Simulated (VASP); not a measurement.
# Rb4SrTe3 (Pm-3m) in VASP: reference runs

Reference runs on Rb4SrTe3: the cell as given and a disturbed copy.

Program: VASP 6.6.1. These are calculated values, not measurements. Logs are shortened: lines on timing, memory, paths and dates and some standing lists are left out, and cuts for length are marked.

## 1. The crystal as given

Symmetry: Pm-3m, No. 221, cubic system. The conventional cell has a = 7.456 Å, b = 7.456 Å, c = 7.456 Å, α = 90.00°, β = 90.00°, γ = 90.00°. Rb (site symmetry 4/mmm) is surrounded by 2 Sr at 3.73 Å and 4 Te at 3.73 Å. Rb (site symmetry m-3m) has 6 Te at 3.73 Å as nearest neighbours. Around Sr (site symmetry m-3m) lie 6 Rb at 3.73 Å. Around Te (site symmetry 4/mmm) lie 6 Rb at 3.73 Å.

The cell was built by a generator and needn't be a form met in nature.

## 2. Single point, PBE

File INCAR:

```
SYSTEM = Rb4SrTe3
PREC = Accurate ; ENCUT = 520
EDIFF = 1E-7 ; ISMEAR = -1
SIGMA = 0.05 ; LREAL = .FALSE.
LASPH = .TRUE. ; NELM = 100
ALGO = Normal ; ISIF = 2
LWAVE = .FALSE. ; LCHARG = .FALSE.
GGA = PE ; NBANDS = 42
```

File KPOINTS:

```
Automatic mesh
0
G
  4 4 4
  0 0 0
```

File POSCAR:

```
Rb4SrTe3
1.0
    7.4561400000      0.0000000000      0.0000000000
    0.0000000000      7.4561400000      0.0000000000
    0.0000000000      0.0000000000      7.4561400000
Rb Sr Te
4 1 3
Direct
    0.5000000000      0.0000000000      0.0000000000
    0.5000000000      0.5000000000      0.5000000000
    0.0000000000      0.0000000000      0.5000000000
    0.0000000000      0.5000000000      0.0000000000
    0.0000000000      0.0000000000      0.0000000000
    0.0000000000      0.5000000000      0.5000000000
    0.5000000000      0.0000000000      0.5000000000
    0.5000000000      0.5000000000      0.0000000000
```

Potentials or basis: VASP PAW PBE potentials, release 64 (Rb_sv, Sr_sv, Te).

On the command line:

```
cat potpaw_PBE.64/Rb_sv/POTCAR potpaw_PBE.64/Sr_sv/POTCAR potpaw_PBE.64/Te/POTCAR > POTCAR
mpirun -np 1 vasp_std > vasp.out
```

OUTCAR:

```text
SYSTEM = Rb4SrTe3
   PREC = Accurate
   ENCUT = 520
   EDIFF = 1E-7
   ISMEAR = -1
   LREAL = .FALSE.
   LASPH = .TRUE.
   NELM = 100
   ISIF = 2
   GGA = PE

 ion  position               nearest neighbor table
   1  0.500  0.000  0.000-   5 3.73   7 3.73   8 3.73   7 3.73   8 3.73   5 3.73   2 5.27   3 5.27
                             2 5.27   2 5.27   4 5.27   3 5.27   2 5.27   3 5.27   4 5.27   4 5.27
   2  0.500  0.500  0.500-   6 3.73   7 3.73   8 3.73   8 3.73   7 3.73   6 3.73   1 5.27   4 5.27
                             1 5.27   1 5.27   3 5.27   3 5.27   1 5.27   3 5.27   4 5.27   4 5.27
   3  0.000  0.000  0.500-   5 3.73   6 3.73   7 3.73   5 3.73   6 3.73   7 3.73   1 5.27   4 5.27
                             1 5.27   2 5.27   4 5.27   2 5.27   4 5.27   1 5.27   2 5.27   4 5.27
   4  0.000  0.500  0.000-   5 3.73   6 3.73   8 3.73   6 3.73   5 3.73   8 3.73   2 5.27   3 5.27
                             1 5.27   1 5.27   3 5.27   2 5.27   3 5.27   1 5.27   2 5.27   3 5.27
   5  0.000  0.000  0.000-   1 3.73   3 3.73   4 3.73   3 3.73   4 3.73   1 3.73
   6  0.000  0.500  0.500-   2 3.73   3 3.73   4 3.73   4 3.73   3 3.73   2 3.73
   7  0.500  0.000  0.500-   1 3.73   2 3.73   3 3.73   1 3.73   2 3.73   3 3.73
   8  0.500  0.500  0.000-   1 3.73   2 3.73   4 3.73   2 3.73   1 3.73   4 3.73

  LATTYP: Found a simple cubic cell.
 ALAT       =     7.4561400000

  Lattice vectors:

 A1 = (   7.4561400000,   0.0000000000,   0.0000000000)
 A2 = (   0.0000000000,   7.4561400000,   0.0000000000)
 A3 = (   0.0000000000,   0.0000000000,   7.4561400000)

Analysis of symmetry for initial positions (statically):
=====================================================================
 Subroutine PRICEL returns:
 Original cell was already a primitive cell.

 Routine SETGRP: Setting up the symmetry group for a
 simple cubic supercell.

 Subroutine GETGRP returns: Found 48 space group operations
 (whereof 48 operations were pure point group operations)
 out of a pool of 48 trial point group operations.

The static configuration has the point symmetry O_h .

Analysis of symmetry for dynamics (positions and initial velocities):
=====================================================================
 Subroutine PRICEL returns:
 Original cell was already a primitive cell.

 Routine SETGRP: Setting up the symmetry group for a
 simple cubic supercell.

 Subroutine GETGRP returns: Found 48 space group operations
 (whereof 48 operations were pure point group operations)
 out of a pool of 48 trial point group operations.

The dynamic configuration has the point symmetry O_h .

 Subroutine INISYM returns: Found 48 space group operations
 (whereof 48 operations are pure point group operations),
 and found     1 'primitive' translations

----------------------------------------------------------------------------------------
[... 104 lines left out ...]
   EFERMI =   0.00;   METHOD = LEGACY
   ISMEAR =    -1;   SIGMA  =   0.05  broadening in eV -4-tet -1-fermi 0-gaus
   EFERMI_NEDOS =   21; number of points for ismear=-14 and -15
   IALGO  =     38    algorithm
   IMIX   =      4    mixing-type and parameters
     AMIX     =   0.40;   BMIX     =  1.00
     AMIX_MAG =   1.60;   BMIX_MAG =  1.00
  volume/ion in A,a.u.               =      51.81       349.66
  Fermi-wavevector in a.u.,A,eV,Ry     =   0.878255  1.659662 10.494614  0.771332
  Thomas-Fermi vector in A             =   1.998317
   LORBIT       =      0    0 simple, 1 ext, 2 COOP (PROOUT), +10 PAW based schemes
   GGA     = PE    functional components
   LHFCALC =     F    Hartree Fock is set to
   AEXX    =    0.0000 exact exchange contribution
   IVDW    =     0    specifies the selected vdW correction
   LEPSILON=     F    determine dielectric tensor
   LRPA    =     F    only Hartree local field effects (RPA)
 non-spin polarized calculation
  energy-cutoff  :      520.00
  volume of cell :      414.52
 maximum number of plane-waves:     11200
 NGX is ok and might be reduce to    56
   NGX = 27   NGY = 27   NGZ = 27

 number of electron      64.0000003 magnetization

 Free energy of the ion-electron system (eV)
  ---------------------------------------------------
  ext. energy  EPLUGINS =         0.00000000
  ---------------------------------------------------
  free energy    TOTEN  =       -17.33978810 eV

  energy without entropy =      -17.20644805  energy(sigma->0) =      -17.27311807

 E-fermi :   0.6197     XC(G=0):  -7.0531

 val. band max:        0.5996206125   @ k =   0.5000   0.0000   0.0000
 cond. band min:       0.6270853764   @ k =   0.2500   0.2500   0.2500
 fundamental gap:      0.0274647638
 Fermi energy:         0.6196765905

 k-point     1 :       0.0000    0.0000    0.0000
  band No.  band energies     occupation
      1     -37.7609      2.00000
      2     -26.5290      2.00000
      3     -26.5266      2.00000
      4     -26.5266      2.00000
      5     -25.1436      2.00000
      6     -19.7036      2.00000
[... 439 lines left out ...]
     41       2.8411      0.00000
     42       5.4908      0.00000

------------------------ aborting loop because EDIFF is reached ----------------------------------------

  FORCE on cell =-STRESS in cart. coord.  units (eV):
  Direction    XX          YY          ZZ          XY          YZ          ZX
  --------------------------------------------------------------------------------------
  -------------------------------------------------------------------------------------
  Total        0.0900663      0.0900663      0.0900663      0.0000000      0.0000000      0.0000000
  in kB        0.3481215      0.3481215      0.3481215      0.0000000      0.0000000      0.0000000
  external PRESSURE =       0.3481215 kB  Pullay stress =       0.0000000 kB

 VOLUME and BASIS-vectors are now :
 -----------------------------------------------------------------------------
  energy-cutoff  :      520.00
  volume of cell :      414.52
      direct lattice vectors                 reciprocal lattice vectors
     7.456140000  0.000000000  0.000000000     0.134117653  0.000000000  0.000000000
     0.000000000  7.456140000  0.000000000     0.000000000  0.134117653  0.000000000
     0.000000000  0.000000000  7.456140000     0.000000000  0.000000000  0.134117653

 POSITION                                       TOTAL-FORCE (eV/Angst)
 -----------------------------------------------------------------------------------
      3.72807      0.00000      0.00000         0.000000      0.000000      0.000000
      3.72807      3.72807      3.72807         0.000000      0.000000      0.000000
      0.00000      0.00000      3.72807         0.000000      0.000000      0.000000
      0.00000      3.72807      0.00000         0.000000      0.000000      0.000000
      0.00000      0.00000      0.00000         0.000000      0.000000      0.000000
      0.00000      3.72807      3.72807         0.000000      0.000000      0.000000
      3.72807      0.00000      3.72807         0.000000      0.000000      0.000000
      3.72807      3.72807      0.00000         0.000000      0.000000      0.000000
 -----------------------------------------------------------------------------------
    total drift:                                0.000000      0.000000      0.000000

  FREE ENERGIE OF THE ION-ELECTRON SYSTEM (eV)
  ---------------------------------------------------
  free  energy   TOTEN  =       -17.3397880979 eV

  energy  without entropy=      -17.2064480489  energy(sigma->0) =      -17.27311807
```

stdout:

```text
POSCAR found type information on POSCAR RbSrTe
 POSCAR found :  3 types and       8 ions
 scaLAPACK will be used
 LDA part: xc-table for (Slater+PW92), standard interpolation
 POSCAR, INCAR and KPOINTS ok, starting setup
 FFT: planning ... GRIDC
 FFT: planning ... GRID_SOFT
 FFT: planning ... GRID
 WAVECAR not read
 entering main loop
```

Run time: 2.7 min. Hardware: 1 thread of Intel Xeon 6975P-C (Granite Rapids), shared host; peak memory 0.53 GiB.

What came out:

```yaml
Free_energy: -17.3398 eV
Pressure: 0.0 GPa
Band_gap_on_the_k_mesh: none (metal or under the smearing width)
```

Levels at points of the mesh, in eV from the Fermi level:
```csv
k point,band 28,band 29,band 30,band 31,band 32,band 33,band 34,band 35,band 36,band 37
"(0.00, 0.00, 0.00)",-0.26,-0.26,-0.26,0.09,0.09,0.09,0.93,0.93,0.94,0.94
"(0.50, 0.00, 0.00)",-0.54,-0.46,-0.46,-0.02,-0.02,-0.02,0.98,1.08,1.52,1.52
"(0.50, 0.50, 0.00)",-0.55,-0.55,-0.37,-0.26,-0.13,0.15,1.35,1.45,1.52,1.52
"(0.50, 0.50, 0.50)",-0.39,-0.39,-0.39,-0.15,-0.15,-0.07,1.38,1.38,1.38,1.79
```

The run has no spin-orbit coupling, so splittings on Te are missing.

## 3. Single point, PBE (atoms moved at random, drawn with an rms of 0.05 Å)

File INCAR:

```
PREC     = Accurate       # precision mode
ENCUT    = 520            # plane-wave cutoff, eV
EDIFF    = 1E-7           # SCF threshold, eV
ISMEAR   = -1             # smearing method
SIGMA    = 0.05           # smearing width, eV
LREAL    = False          # projectors in reciprocal space
LASPH    = True           # aspherical terms in the spheres
NELM     = 80             # most SCF steps
ALGO     = Normal         # electronic algorithm
ISIF     = 2              # what is computed and relaxed
LWAVE    = False          # write WAVECAR
LCHARG   = False          # write CHGCAR
GGA      = PE             # functional
NBANDS   = 42             # bands
```

File KPOINTS:

```
Automatic mesh
0
Gamma
  4 4 4
```

File POSCAR:

```
Rb4SrTe3
1.0
    7.4561400000      0.0000000000      0.0000000000
    0.0000000000      7.4561400000      0.0000000000
    0.0000000000      0.0000000000      7.4561400000
Rb Sr Te
4 1 3
Direct
    0.5003230000     -0.0008200000      0.0010410000
    0.5004180000      0.4922900000      0.5005640000
   -0.0003720000      0.0002460000      0.5013020000
    0.0045420000      0.4990490000     -0.0057190000
   -0.0030600000      0.0015970000      0.0035270000
    0.0063010000      0.4984940000      0.5021870000
    0.5064110000      0.0039270000      0.5054780000
    0.5012250000      0.5002240000     -0.0007720000
```

Potentials or basis: VASP PAW PBE potentials, release 64 (Rb_sv, Sr_sv, Te).

On the command line:

```
cat potpaw_PBE.64/Rb_sv/POTCAR potpaw_PBE.64/Sr_sv/POTCAR potpaw_PBE.64/Te/POTCAR > POTCAR
mpirun -np 1 vasp_std > vasp.out
```

OUTCAR:

```text
PREC = Accurate
   ENCUT = 520
   EDIFF = 1E-7
   ISMEAR = -1
   LREAL = False
   LASPH = True
   NELM = 80
   ISIF = 2
   GGA = PE

 ion  position               nearest neighbor table
   1  0.500  0.999  0.001-   7 3.70   5 3.70   8 3.72   8 3.74   5 3.75   7 3.76   2 5.23   2 5.24
                             4 5.25   4 5.25   3 5.27   3 5.27   3 5.27   3 5.28   4 5.29   4 5.30
   2  0.500  0.492  0.501-   7 3.64   6 3.68   8 3.72   8 3.74   6 3.77   7 3.82   4 5.22   3 5.23
                             1 5.23   3 5.23   1 5.24   4 5.26   4 5.28   1 5.31   3 5.31   1 5.31
   3  1.000  0.000  0.501-   7 3.68   5 3.71   6 3.72   6 3.74   5 3.74   7 3.78   2 5.23   4 5.23
                             2 5.23   4 5.24   1 5.27   1 5.27   1 5.27   1 5.28   4 5.30   2 5.31
   4  0.005  0.499  0.994-   6 3.67   8 3.70   5 3.71   5 3.75   8 3.75   6 3.79   2 5.22   3 5.23
                             3 5.24   1 5.25   1 5.25   2 5.26   2 5.28   1 5.29   1 5.30   3 5.30
   5  0.997  0.002  0.004-   1 3.70   4 3.71   3 3.71   3 3.74   4 3.75   1 3.75
   6  0.006  0.498  0.502-   4 3.67   2 3.68   3 3.72   3 3.74   2 3.77   4 3.79
   7  0.506  0.004  0.505-   2 3.64   3 3.68   1 3.70   1 3.76   3 3.78   2 3.82
   8  0.501  0.500  0.999-   4 3.70   2 3.72   1 3.72   1 3.74   2 3.74   4 3.75

  LATTYP: Found a simple cubic cell.
 ALAT       =     7.4561400000

  Lattice vectors:

[... 1274 lines left out ...]
     41       3.3103      0.00000
     42       4.9963      0.00000

 [... further k-points ...]

------------------------ aborting loop because EDIFF is reached ----------------------------------------

  FORCE on cell =-STRESS in cart. coord.  units (eV):
  Direction    XX          YY          ZZ          XY          YZ          ZX
  --------------------------------------------------------------------------------------
  -------------------------------------------------------------------------------------
  Total        0.1296435      0.1360625      0.1195843     -0.0037106     -0.0065842     -0.0087652
  in kB        0.5010938      0.5259044      0.4622136     -0.0143419     -0.0254491     -0.0338789
  external PRESSURE =       0.4964039 kB  Pullay stress =       0.0000000 kB

 VOLUME and BASIS-vectors are now :
 -----------------------------------------------------------------------------
  energy-cutoff  :      520.00
  volume of cell :      414.52
      direct lattice vectors                 reciprocal lattice vectors
     7.456140000  0.000000000  0.000000000     0.134117653  0.000000000  0.000000000
     0.000000000  7.456140000  0.000000000     0.000000000  0.134117653  0.000000000
     0.000000000  0.000000000  7.456140000     0.000000000  0.000000000  0.134117653

 POSITION                                       TOTAL-FORCE (eV/Angst)
 -----------------------------------------------------------------------------------
      3.73048      7.45003      0.00776        -0.043314     -0.001489      0.024991
      3.73119      3.67058      3.73228         0.052537      0.109260     -0.012775
      7.45337      0.00183      3.73778         0.059090     -0.021246      0.027523
      0.03387      3.72098      7.41350        -0.011023      0.036420      0.042349
      7.43332      0.01191      0.02630        -0.036555     -0.003847     -0.006203
      0.04698      3.71684      3.74438        -0.058044     -0.001670     -0.071533
      3.77587      0.02928      3.76891        -0.002868     -0.105655     -0.023218
      3.73720      3.72974      7.45038         0.040178     -0.011773      0.018867
 -----------------------------------------------------------------------------------
    total drift:                                0.000086      0.000091     -0.000042

  FREE ENERGIE OF THE ION-ELECTRON SYSTEM (eV)
  ---------------------------------------------------
  free  energy   TOTEN  =       -17.3319951342 eV

  energy  without entropy=      -17.1986968515  energy(sigma->0) =      -17.26534599
```

Wall time 10 min (1 thread of Intel Xeon 6975P-C (Granite Rapids), shared host); peak memory 0.82 GiB.

Results:

```yaml
Free_energy: -17.3320 eV
Pressure: 0.0 GPa
Largest_force: 0.122 eV/Å
Band_gap_on_the_k_mesh: none (metal or under the smearing width)
```

Forces in eV/Å, atoms in the order of the input:
```
Rb  -0.043 -0.001  0.025
Rb   0.053  0.109 -0.013
Rb   0.059 -0.021  0.028
Rb  -0.011  0.036  0.042
Sr  -0.037 -0.004 -0.006
Te  -0.058 -0.002 -0.072
Te  -0.003 -0.106 -0.023
Te   0.040 -0.012  0.019
```

Spin-orbit coupling is left out, which matters for the levels of Te.
